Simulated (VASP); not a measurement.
Input:

```
CELL_PARAMETERS angstrom
      1.40760    -2.43804     0.00000
      1.40760     2.43804     0.00000
      0.00000     0.00000     4.54920
ATOMIC_POSITIONS crystal
  Re 0.33333 0.66667 0.25000
  Re 0.66667 0.33333 0.75000
```

The numbers are results of PBE GGA, VASP's PBE PAW potentials (set 64) (plane waves; VASP), not measurements. Numerical set-up: 400 eV cut-off, 13×13×7 Γ-centred mesh, first-order Methfessel-Paxton smearing of 0.10 eV, potentials Re.

### Question
Give the stress tensor in GPa (positive for a compressed cell).

### Answer

```
-14.78    0.00    0.00
  0.00  -14.78    0.00
  0.00    0.00  -15.85
```
The pressure is its mean diagonal, -15.14 GPa.

The compound is Re in the hcp structure. The cell was not relaxed at this level.
